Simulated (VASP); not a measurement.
# YCu (Pm-3m) in VASP: notebook

One crystal, YCu, is run at these levels: LDA; tasks: single point.

All numbers are computed with VASP 6.6.1; they aren't measurements. Logs are shortened: lines on timing, memory, paths and dates and some standing lists are left out, and cuts for length are marked.

## Step 1: The structure

The structure is cubic, space group Pm-3m (No. 221). Conventional cell: a = 3.458 Å, b = 3.458 Å, c = 3.458 Å, α = 90.00°, β = 90.00°, γ = 90.00°. Y (site symmetry m-3m) has 8 Cu at 2.99 Å as nearest neighbours. Cu (site symmetry m-3m) is surrounded by 8 Y at 2.99 Å.

The cell comes from a database or a generator and needn't be the stable form of this composition.

## Step 2: Single point, LDA

File INCAR:

```
ALGO = Fast ; EDIFF = 1E-7
ENCUT = 520 ; ISIF = 2
ISMEAR = 0 ; LASPH = T
LCHARG = F ; LREAL = F
LWAVE = F ; NBANDS = 18
NELM = 100 ; PREC = Accurate
SIGMA = 0.15
```

File KPOINTS:

```
k-points
0
Gamma
  16 16 16
```

File POSCAR:

```
YCu
1.0
    3.4581153900      0.0000000000      0.0000000000
    0.0000000000      3.4581153900      0.0000000000
    0.0000000000      0.0000000000      3.4581153900
Y Cu
1 1
Direct
    0.0000000000      0.0000000000      0.0000000000
    0.5000000000      0.5000000000      0.5000000000
```

Potentials or basis: VASP PAW LDA potentials, release 64 (Y_sv, Cu).

Run with:

```sh
> cat potpaw_LDA.64/Y_sv/POTCAR potpaw_LDA.64/Cu/POTCAR > POTCAR
> mpirun -np 1 vasp_std > vasp.out
```

OUTCAR:

```text
EDIFF = 1E-7
   ENCUT = 520
   ISIF = 2
   ISMEAR = 0
   LASPH = T
   LREAL = F
   NELM = 100
   PREC = Accurate

 ion  position               nearest neighbor table
   1  0.000  0.000  0.000-   2 2.99   2 2.99   2 2.99   2 2.99   2 2.99   2 2.99   2 2.99   2 2.99

   2  0.500  0.500  0.500-   1 2.99   1 2.99   1 2.99   1 2.99   1 2.99   1 2.99   1 2.99   1 2.99

  LATTYP: Found a simple cubic cell.
 ALAT       =     3.4581153900

  Lattice vectors:

 A1 = (   3.4581153900,   0.0000000000,   0.0000000000)
 A2 = (   0.0000000000,   3.4581153900,   0.0000000000)
 A3 = (   0.0000000000,   0.0000000000,   3.4581153900)

Analysis of symmetry for initial positions (statically):
=====================================================================
 Subroutine PRICEL returns:
 Original cell was already a primitive cell.

 Routine SETGRP: Setting up the symmetry group for a
 simple cubic supercell.

 Subroutine GETGRP returns: Found 48 space group operations
 (whereof 48 operations were pure point group operations)
 out of a pool of 48 trial point group operations.

The static configuration has the point symmetry O_h .

Analysis of symmetry for dynamics (positions and initial velocities):
=====================================================================
 Subroutine PRICEL returns:
 Original cell was already a primitive cell.

 Routine SETGRP: Setting up the symmetry group for a
 simple cubic supercell.

 Subroutine GETGRP returns: Found 48 space group operations
 (whereof 48 operations were pure point group operations)
 out of a pool of 48 trial point group operations.

The dynamic configuration has the point symmetry O_h .

 Subroutine INISYM returns: Found 48 space group operations
 (whereof 48 operations are pure point group operations),
 and found     1 'primitive' translations

----------------------------------------------------------------------------------------

                                     Primitive cell

  volume of cell :      41.3541

  direct lattice vectors                    reciprocal lattice vectors
     3.458115390  0.000000000  0.000000000     0.289174850  0.000000000  0.000000000
     0.000000000  3.458115390  0.000000000     0.000000000  0.289174850  0.000000000
     0.000000000  0.000000000  3.458115390     0.000000000  0.000000000  0.289174850

  length of vectors
     3.458115390  3.458115390  3.458115390     0.289174850  0.289174850  0.289174850

  position of ions in fractional coordinates (direct lattice)
     0.000000000  0.000000000  0.000000000
     0.500000000  0.500000000  0.500000000

  ion indices of the primitive-cell ions
   primitive index   ion index
                 1           1
                 2           2

----------------------------------------------------------------------------------------

 KPOINTS: k-points

Automatic generation of k-mesh.
 Grid dimensions read from file:
 generate k-points for:   16   16   16

 Generating k-lattice:

  Cartesian coordinates                     Fractional coordinates (reciprocal lattice)
     0.018073428  0.000000000  0.000000000     0.062500000  0.000000000  0.000000000
     0.000000000  0.018073428  0.000000000     0.000000000  0.062500000  0.000000000
     0.000000000  0.000000000  0.018073428     0.000000000  0.000000000  0.062500000

  Length of vectors
     0.018073428  0.018073428  0.018073428

  Shift w.r.t. Gamma in fractional coordinates (k-lattice)
     0.000000000  0.000000000  0.000000000

 Subroutine IBZKPT returns following result:
 ===========================================

 Found    165 irreducible k-points:

 Following reciprocal coordinates:
            Coordinates               Weight
  0.000000  0.000000  0.000000      1.000000
  0.062500  0.000000  0.000000      6.000000
  0.125000  0.000000  0.000000      6.000000
  0.187500  0.000000  0.000000      6.000000
  0.250000  0.000000  0.000000      6.000000
  0.312500  0.000000  0.000000      6.000000
[... 16 lines left out ...]
  0.437500  0.125000  0.000000     24.000000
  0.500000  0.125000  0.000000     12.000000
 [... further k-points ...]
   k-points           NKPTS =    165   k-points in BZ     NKDIM =    165   number of bands    NBANDS=     18
   number of dos      NEDOS =    301   number of ions     NIONS =      2
   total plane-waves  NPLWV =  21952
   dimension x,y,z NGX =    28 NGY =   28 NGZ =   28
   dimension x,y,z NGXF=    56 NGYF=   56 NGZF=   56
   ions per type =               1   1
   NGX,Y,Z   is equivalent  to a cutoff of  13.46, 13.46, 13.46 a.u.
   NGXF,Y,Z  is equivalent  to a cutoff of  26.92, 26.92, 26.92 a.u.
 SYSTEM =  unknown system
   PREC   = accura    normal or accurate (medium, high low for compatibility)
   ISTART =      0    job   : 0-new  1-cont  2-samecut
   ICHARG =      2    charge: 1-file 2-atom 10-const
   ISPIN  =      1    spin polarized calculation?
   LNONCOLLINEAR =      F non collinear calculations
   LSORBIT =      F    spin-orbit coupling
   LASPH  =      T    aspherical Exc in radial PAW
   ENCUT  =  520.0 eV  38.22 Ry    6.18 a.u.   6.43  6.43  6.43*2*pi/ulx,y,z
   NELM   =    100;   NELMIN=  2; NELMDL= -5     # of ELM steps
   EDIFF  = 0.1E-06   stopping-criterion for ELM
   LREAL  =      F    real-space projection
   EDIFFG = 0.1E-05   stopping-criterion for IOM
   NSW    =      0    number of steps for IOM
   IBRION =     -1    ionic relax: 0-MD 1-quasi-New 2-CG
   NFREE  =      0    steps in history (QN), initial steepest desc. (CG)
   ISIF   =      2    stress and relaxation
   ISYM   =      2    0-nonsym 1-usesym 2-fastsym
   POTIM  = 0.5000    time-step for ionic-motion
   TEBEG  =    0.0;   TEEND  =   0.0 temperature during run
   PSTRESS=    0.0 pullay stress
   NELECT =      22.0000    total number of electrons
   NUPDOWN=      -1.0000    fix difference up-down
   EMIN   =  10.00;   EMAX   =-10.00  energy-range for DOS
   EFERMI =   0.00;   METHOD = LEGACY
   ISMEAR =     0;   SIGMA  =   0.15  broadening in eV -4-tet -1-fermi 0-gaus
   EFERMI_NEDOS =   21; number of points for ismear=-14 and -15
   IALGO  =     68    algorithm
   IMIX   =      4    mixing-type and parameters
     AMIX     =   0.40;   BMIX     =  1.00
     AMIX_MAG =   1.60;   BMIX_MAG =  1.00
  volume/ion in A,a.u.               =      20.68       139.54
  Fermi-wavevector in a.u.,A,eV,Ry     =   1.326507  2.506735 23.941098  1.759621
  Thomas-Fermi vector in A             =   2.455889
   LORBIT       =      0    0 simple, 1 ext, 2 COOP (PROOUT), +10 PAW based schemes
   GGA     = CA    functional components
   LHFCALC =     F    Hartree Fock is set to
   AEXX    =    0.0000 exact exchange contribution
   IVDW    =     0    specifies the selected vdW correction
   LEPSILON=     F    determine dielectric tensor
   LRPA    =     F    only Hartree local field effects (RPA)
 non-spin polarized calculation
 RMM-DIIS sequential band-by-band and
 Gauss-broadening in eV      SIGMA  =   0.15
  energy-cutoff  :      520.00
  volume of cell :       41.35
 maximum number of plane-waves:      1141
 NGX is ok and might be reduce to    28
   NGX = 13   NGY = 13   NGZ = 13

 number of electron      22.0000018 magnetization

 Free energy of the ion-electron system (eV)
  ---------------------------------------------------
  ext. energy  EPLUGINS =         0.00000000
  ---------------------------------------------------
  free energy    TOTEN  =       -12.06350217 eV

  energy without entropy =      -12.05030990  energy(sigma->0) =      -12.05690604

 E-fermi :   4.6029     XC(G=0): -10.9860

 val. band max:        4.5988139316   @ k =   0.4375   0.4375   0.0625
 cond. band min:       4.6100969181   @ k =   0.4375   0.2500   0.2500
 fundamental gap:      0.0112829865
 Fermi energy:         4.6028673341

 k-point     1 :       0.0000    0.0000    0.0000
  band No.  band energies     occupation
      1     -37.8610      2.00000
      2     -17.7838      2.00000
      3     -17.7838      2.00000
      4     -17.7838      2.00000
      5      -1.9221      2.00000
      6       0.9232      2.00000
[... 10 lines left out ...]
     17      10.6287      0.00000
     18      10.6305      0.00000

 k-point     2 :       0.0625    0.0000    0.0000
  band No.  band energies     occupation
      1     -37.8596      2.00000
      2     -17.8024      2.00000
      3     -17.7823      2.00000
      4     -17.7823      2.00000
      5      -1.8562      2.00000
      6       0.9368      2.00000
[... 10 lines left out ...]
     17      11.0113      0.00000
     18      11.0113      0.00000

 k-point     3 :       0.1250    0.0000    0.0000
  band No.  band energies     occupation
      1     -37.8556      2.00000
      2     -17.8549      2.00000
      3     -17.7780      2.00000
      4     -17.7780      2.00000
      5      -1.6621      2.00000
      6       0.9758      2.00000
[... 10 lines left out ...]
     17      11.7329      0.00000
     18      11.7329      0.00000

 k-point     4 :       0.1875    0.0000    0.0000
  band No.  band energies     occupation
      1     -37.8497      2.00000
      2     -17.9325      2.00000
      3     -17.7715      2.00000
      4     -17.7715      2.00000
      5      -1.3498      2.00000
      6       1.0356      2.00000
[... 10 lines left out ...]
     17      12.5375      0.00000
     18      12.5375      0.00000

 k-point     5 :       0.2500    0.0000    0.0000
  band No.  band energies     occupation
      1     -37.8427      2.00000
      2     -18.0223      2.00000
      3     -17.7639      2.00000
      4     -17.7639      2.00000
      5      -0.9338      2.00000
      6       1.1084      2.00000
[... 10 lines left out ...]
     17      13.3756      0.00000
     18      13.4280      0.00000

 k-point     6 :       0.3125    0.0000    0.0000
  band No.  band energies     occupation
      1     -37.8357      2.00000
      2     -18.1104      2.00000
      3     -17.7562      2.00000
      4     -17.7562      2.00000
      5      -0.4339      2.00000
      6       1.1839      2.00000
[... 10 lines left out ...]
     17      14.2353      0.00000
     18      14.3381      0.00000

 k-point     7 :       0.3750    0.0000    0.0000
  band No.  band energies     occupation
      1     -37.8298      2.00000
      2     -18.1839      2.00000
      3     -17.7497      2.00000
      4     -17.7497      2.00000
      5       0.1193      2.00000
      6       1.2502      2.00000
[... 10 lines left out ...]
     17      14.0792      0.00000
     18      15.1146      0.00000

 k-point     8 :       0.4375    0.0000    0.0000
  band No.  band energies     occupation
      1     -37.8258      2.00000
      2     -18.2324      2.00000
      3     -17.7454      2.00000
      4     -17.7454      2.00000
      5       0.6477      2.00000
      6       1.2958      2.00000
[... 10 lines left out ...]
     17      13.8066      0.00000
     18      15.7814      0.00000
[... 229 lines left out ...]
     17      11.7489      0.00000
     18      13.1485      0.00000

 k-point    20 :       0.2500    0.1250    0.0000
  band No.  band energies     occupation
      1     -37.8375      2.00000
      2     -18.0140      2.00000
      3     -17.8319      2.00000
      4     -17.7579      2.00000
      5      -0.7228      2.00000
      6       1.1386      2.00000
[... 10 lines left out ...]
     17      12.3966      0.00000
     18      13.8752      0.00000

 k-point    21 :       0.3125    0.1250    0.0000
  band No.  band energies     occupation
      1     -37.8306      2.00000
      2     -18.1011      2.00000
      3     -17.8232      2.00000
      4     -17.7501      2.00000
      5      -0.2576      2.00000
      6       1.1977      2.00000
[... 10 lines left out ...]
     17      13.0377      0.00000
     18      14.7100      0.00000

 k-point    22 :       0.3750    0.1250    0.0000
  band No.  band energies     occupation
      1     -37.8247      2.00000
      2     -18.1738      2.00000
      3     -17.8159      2.00000
      4     -17.7435      2.00000
      5       0.2416      2.00000
      6       1.2472      2.00000
[... 10 lines left out ...]
     17      13.5979      0.00000
     18      14.5332      0.00000

 k-point    23 :       0.4375    0.1250    0.0000
  band No.  band energies     occupation
      1     -37.8207      2.00000
      2     -18.2217      2.00000
      3     -17.8110      2.00000
      4     -17.7391      2.00000
      5       0.6889      2.00000
      6       1.2743      2.00000
[... 10 lines left out ...]
     17      13.9147      0.00000
     18      14.5384      0.00000

 k-point    24 :       0.5000    0.1250    0.0000
  band No.  band energies     occupation
      1     -37.8193      2.00000
      2     -18.2384      2.00000
      3     -17.8092      2.00000
      4     -17.7376      2.00000
      5       0.8941      2.00000
      6       1.2703      2.00000
[... 10 lines left out ...]
     17      13.9392      0.00000
     18      15.0639      0.00000

 [... further k-points ...]

------------------------ aborting loop because EDIFF is reached ----------------------------------------

  FORCE on cell =-STRESS in cart. coord.  units (eV):
  Direction    XX          YY          ZZ          XY          YZ          ZX
  --------------------------------------------------------------------------------------
  -------------------------------------------------------------------------------------
  Total       -1.2561396     -1.2561396     -1.2561396      0.0000000      0.0000000     -0.0000000
  in kB      -48.6664925    -48.6664925    -48.6664925      0.0000000      0.0000000     -0.0000000
  external PRESSURE =     -48.6664925 kB  Pullay stress =       0.0000000 kB

 VOLUME and BASIS-vectors are now :
 -----------------------------------------------------------------------------
  energy-cutoff  :      520.00
  volume of cell :       41.35
      direct lattice vectors                 reciprocal lattice vectors
     3.458115390  0.000000000  0.000000000     0.289174850  0.000000000  0.000000000
     0.000000000  3.458115390  0.000000000     0.000000000  0.289174850  0.000000000
     0.000000000  0.000000000  3.458115390     0.000000000  0.000000000  0.289174850

 POSITION                                       TOTAL-FORCE (eV/Angst)
 -----------------------------------------------------------------------------------
      0.00000      0.00000      0.00000         0.000000      0.000000      0.000000
      1.72906      1.72906      1.72906         0.000000      0.000000      0.000000
 -----------------------------------------------------------------------------------
    total drift:                                0.000000      0.000000      0.000000

  FREE ENERGIE OF THE ION-ELECTRON SYSTEM (eV)
  ---------------------------------------------------
  free  energy   TOTEN  =       -12.0635021745 eV

  energy  without entropy=      -12.0503098986  energy(sigma->0) =      -12.05690604
```

Wall time 3.9 min (1 thread of Intel Xeon Platinum 8375C at 2.90GHz (Ice Lake), shared host); peak memory 0.27 GiB.

Results:

| Quantity | Value |
| --- | --- |
| Free energy | -12.0635 eV |
| Pressure | -4.9 GPa |
| Band gap on the k mesh | none (metal or under the smearing width) |

## Step 3: Single point, LDA

File INCAR:

```
SYSTEM = YCu
  PREC = Accurate
  ENCUT = 520
  EDIFF = 1E-7
  ISMEAR = 0
  SIGMA = 0.15
  LREAL = .FALSE.
  LASPH = .TRUE.
  NELM = 100
  ALGO = Normal
  ISIF = 2
  LWAVE = .FALSE.
  LCHARG = .FALSE.
  GGA = CA
  NBANDS = 18
```

File KPOINTS:

```
regular mesh
0
G
  14 14 14
  0 0 0
```

POSCAR is that of step 2.

Potentials or basis: VASP PAW LDA potentials, release 64 (Y_sv, Cu).

Run with:

```sh
> cat potpaw_LDA.64/Y_sv/POTCAR potpaw_LDA.64/Cu/POTCAR > POTCAR
> mpirun -np 1 vasp_std > vasp.out
```

Run time: 2.1 min. Hardware: 1 thread of Intel Xeon Platinum 8375C at 2.90GHz (Ice Lake), shared host; peak memory 0.24 GiB.

The run converged. Its results:

```yaml
Free_energy: -12.0624 eV
Pressure: -4.8 GPa
Band_gap_on_the_k_mesh: none (metal or under the smearing width)
```

Levels at points of the mesh, in eV from the Fermi level:
| k point | band 7 | band 8 | band 9 | band 10 | band 11 | band 12 | band 13 | band 14 | band 15 | band 16 |
| --- | --- | --- | --- | --- | --- | --- | --- | --- | --- | --- |
| (0.00, 0.00, 0.00) | -3.66 | -2.95 | -2.95 | -2.95 | 0.43 | 0.43 | 4.73 | 4.73 | 4.73 | 6.04 |
| (0.50, 0.00, 0.00) | -3.09 | -3.00 | -3.00 | -2.87 | -2.12 | 0.30 | 1.74 | 1.74 | 4.71 | 6.18 |
| (0.50, 0.50, 0.00) | -3.23 | -3.23 | -2.66 | -2.12 | 0.68 | 0.68 | 0.85 | 3.36 | 3.36 | 6.01 |
| (0.50, 0.50, 0.50) | -3.18 | -2.65 | -2.65 | -1.66 | -1.66 | -1.66 | 1.54 | 6.16 | 6.16 | 6.47 |
